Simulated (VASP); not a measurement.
Be3CdTe4:

```xyz
8
Lattice="3.4770 0.0000 0.0000 0.0000 3.4770 0.0000 0.0000 0.0000 14.1896" Properties=species:S:1:pos:R:3 pbc="T T T"
Be    1.7385    1.7385    3.7280
Be    1.7385    1.7385    7.0948
Be    1.7385    1.7385   10.4617
Cd    1.7385    1.7385    0.0000
Te    0.0000    0.0000   12.1679
Te    0.0000    0.0000    2.0217
Te    0.0000    0.0000    5.4059
Te    0.0000    0.0000    8.7837
```

The cell was built by a generator and needn't be a form met in nature.

```yaml
Program: VASP 6.6.1
Task: relaxation of cell and atoms
Functional: PBE
Potentials_or_basis: VASP PAW PBE potentials, release 64 (Be, Cd, Te)
Cutoff: 520 eV
k_mesh: 4 × 4 × 1
Occupations: gaussian, width 0.15 eV
Spin: no spin polarisation
```

At the start: pressure -1.9 GPa; volume 21.44 Å³/atom.

Question: How do energy, volume and symmetry change on relaxing?

Answer: Over 24 steps the energy falls by 214.4 meV/atom and the volume is 21.47 Å³/atom (+0.1 %); space group P4/mmm (No. 123, to 0.05 Å).

Step by step:
| step | energy change (eV) | largest force (eV/Å) | pressure (GPa) | volume (Å³) |
| --- | --- | --- | --- | --- |
| 1 | 0.0000 | 0.7418 | -1.91 | 171.54 |
| 2 | -0.1249 | 0.7090 | 0.21 | 165.26 |
| 3 | -0.1578 | 0.6446 | 2.04 | 160.71 |
| 4 | -0.2620 | 0.4957 | 2.04 | 161.03 |
| 5 | -0.6190 | 0.2660 | 2.48 | 161.69 |
| 6 | -1.1563 | 1.0649 | 4.72 | 161.75 |
| 7 | -1.2244 | 1.0641 | 4.23 | 164.06 |
| 8 | -1.2616 | 1.1075 | 3.73 | 167.07 |
| 9 | -1.3422 | 1.0471 | 2.60 | 169.12 |
| 10 | -1.4843 | 0.8658 | 0.00 | 175.36 |
| 11 | -1.3755 | 0.4981 | -4.03 | 188.29 |
| 12 | -1.5036 | 0.7489 | -1.43 | 179.07 |
| 13 | -1.5458 | 0.6841 | -1.45 | 178.44 |
| 14 | -1.6479 | 0.4312 | -1.30 | 176.57 |
| 15 | -1.6754 | 0.2588 | -0.28 | 172.82 |
| 16 | -1.6968 | 0.1190 | -0.91 | 174.42 |
| 17 | -1.7123 | 0.1353 | 0.03 | 171.70 |
| 18 | -1.7128 | 0.1372 | 0.02 | 171.32 |
| 19 | -1.7125 | 0.1403 | 0.37 | 170.56 |
| 20 | -1.7129 | 0.1388 | 0.25 | 171.01 |
| 21 | -1.7129 | 0.1377 | 0.24 | 171.13 |
| 22 | -1.7129 | 0.1373 | 0.21 | 171.22 |
| 23 | -1.7146 | 0.1041 | 0.00 | 171.47 |
| 24 | -1.7152 | 0.0682 | -0.13 | 171.73 |

Final structure:
```cif
data_structure
_symmetry_space_group_name_H-M 'P 1'
_symmetry_Int_Tables_number 1
_cell_length_a 3.1650
_cell_length_b 3.1650
_cell_length_c 17.1437
_cell_angle_alpha 90.000
_cell_angle_beta 90.000
_cell_angle_gamma 90.000
_cell_volume 171.73
loop_
_atom_site_label
_atom_site_type_symbol
_atom_site_fract_x
_atom_site_fract_y
_atom_site_fract_z
_atom_site_occupancy
Be1 Be 0.50000 0.50000 0.26510 1
Be2 Be 0.50000 0.50000 0.50000 1
Be3 Be 0.50000 0.50000 0.73490 1
Cd1 Cd 0.50000 0.50000 0.00000 1
Te1 Te 0.00000 0.00000 0.83104 1
Te2 Te 0.00000 0.00000 0.16896 1
Te3 Te 0.00000 0.00000 0.38983 1
Te4 Te 0.00000 0.00000 0.61017 1
```

Caveat: the k mesh is coarse (spacing up to 0.45 Å⁻¹), so the values aren't converged.
